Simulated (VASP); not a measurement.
An input for Quantum ESPRESSO's pw.x (written as the equivalent of a VASP run, and not itself run):

```
&CONTROL
  calculation = 'vc-relax'
  pseudo_dir = './pseudo'
  outdir = './out'
  tprnfor = .true.
  tstress = .true.
  nstep = 40
  forc_conv_thr = 0.00078
/
&SYSTEM
  ibrav = 0
  nat = 2
  ntyp = 2
  ecutwfc = 84
  occupations = 'smearing'
  smearing = 'methfessel-paxton'
  degauss = 0.00735
  input_dft = 'pbesol'
/
&ELECTRONS
  conv_thr = 7.3e-08
  electron_maxstep = 100
/
&IONS
/
&CELL
  press = 50
/
ATOMIC_SPECIES
  Zr 91.224 Zr.upf
  N 14.007 N.upf
CELL_PARAMETERS angstrom
     0.0000000    2.2635623    2.2635623
     2.2635623   -0.0000000    2.2635623
     2.2635623    2.2635623   -0.0000000
ATOMIC_POSITIONS crystal
  Zr   0.0000000  0.0000000  0.0000000
  N    0.5000000  0.5000000  0.5000000
K_POINTS automatic
  14 14 14 0 0 0
```

**Question.** Write the VASP files for the same calculation (PBEsol).

**Answer.** This is not unique; one that fits is 
File KPOINTS:
```
Automatic mesh
0
Gamma
14 14 14
0 0 0
```

**POSCAR**
```
ZrN
1
    0.0000000000     2.2635623088     2.2635623088
    2.2635623088    -0.0000000000     2.2635623088
    2.2635623088     2.2635623088    -0.0000000000
Zr N
1 1
Direct
  0.0000000000   0.0000000000   0.0000000000
  0.5000000000   0.5000000000   0.5000000000
```

### INCAR
```
EDIFFG = -0.02
ISMEAR = 1   # Methfessel-Paxton
EDIFF = 1E-6   # SCF stop (eV)
ISIF = 3
GGA = PS   # PBEsol
ENCUT = 620
NELM = 100   # most electronic steps
SYSTEM = ZrN
SIGMA = 0.1
PSTRESS = 50
LASPH = .True.   # aspherical one-centre terms
NSW = 40   # most ionic steps
LCHARG = .False.
LMAXMIX = 4
LREAL = .False.
LWAVE = .False.
IBRION = 2   # conjugate gradients
PREC = Accurate
ALGO = Normal   # blocked Davidson
```

POTCAR, in this order: Zr_sv N (PBE.64 set). Program: vasp_std.

The two are equivalent in intent, not identical: the potentials are each code's own (VASP's PAW set, PseudoDojo norm-conserving files in pw.x), so ENCUT and ecutwfc are chosen apart and not converted; conv_thr bounds pw.x's estimated SCF error, while EDIFF bounds the energy change between steps; forc_conv_thr acts on force components and is met together with etot_conv_thr.

The compound is ZrN in the rock salt structure. It was relaxed first under an external pressure of 5 GPa.
